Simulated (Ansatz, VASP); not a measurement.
**Li2ICl in VASP and in Ansatz**

File INCAR:

```
SYSTEM = Li2ICl
  PREC = Accurate
  ENCUT = 520
  EDIFF = 1E-8
  ISMEAR = 0
  SIGMA = 0.01
  LREAL = .False.
  LASPH = .True.
  NELM = 100
  ALGO = Normal
  ISIF = 2
  LWAVE = .False.
  LCHARG = .False.
  GGA = PE
  LEFG = .True.
  NBANDS = 18
```

KPOINTS

```
Automatic mesh
0
Gamma
  6 6 4
  0 0 0
```

Contents of POSCAR:

```
Li2ICl
1.0
    4.0326862299      0.0000000000      0.0000000000
    0.0000000000      4.0326862299      0.0000000000
    0.0000000000      0.0000000000      5.5933598486
Li I Cl
2 1 1
Direct
    0.0000000000      0.0000000000      0.0000000000
    0.5000000000      0.5000000000      0.5000000000
    0.5000000000      0.5000000000      0.0000000000
    0.0000000000      0.0000000000      0.5000000000
```

Input for Ansatz:

```yaml
crystal:
  lattice:
    - [4.0326862299, 0.0, 0.0]
    - [0.0, 4.0326862299, 0.0]
    - [0.0, 0.0, 5.5933598486]
  atoms:
    - { symbol: Li, position: [0.0, 0.0, 0.0] }
    - { symbol: Li, position: [0.5, 0.5, 0.5] }
    - { symbol: I, position: [0.5, 0.5, 0.0] }
    - { symbol: Cl, position: [0.0, 0.0, 0.5] }
basis:
  ecutwfc: 420
kpoints:
  mp_grid: { grid: [6, 6, 4] }
hamiltonian:
  xc: pbe
scf:
  occupations: { method: fixed }
output:
  forces: true
  stress: true
  eigenvalues: true
  efg: {}
checkpoint:
  read: start.run
  write: ck
  compress: false
  write_wavefunctions: false
  write_every: 100000
```

Alike in both runs: task electric field gradients; functional PBE; k mesh 6 × 6 × 4; no spin polarisation.

|  | VASP | Ansatz |
| --- | --- | --- |
| version | VASP 6.6.1 | Ansatz 0.2.0 |
| potentials or method | VASP PAW PBE potentials, release 64 (Li_sv, I, Cl) | scalar-relativistic, plane waves, PAW |
| plane-wave cutoff (eV) | 520 | 420 |
| occupations | gaussian, width 0.01 eV | fixed |
| valence electrons in the cell | 20 | 30 |

```csv
,VASP,Ansatz,Ansatz less VASP
gap on the k mesh at the Fermi level (eV),4.63,4.63,-0.005
least direct gap on the mesh (eV),4.64,4.65,+0.009
Vzz of the field gradient on the site that differs most (V/Å²),12.1,12.9,+0.81
```

The two sets of potentials don't hold the same shells in valence. Ansatz warned: «gradients_without_spin_orbit».

Caveats: spin-orbit coupling is left out, which moves the levels of the heavy elements. A k mesh can miss the band edges.
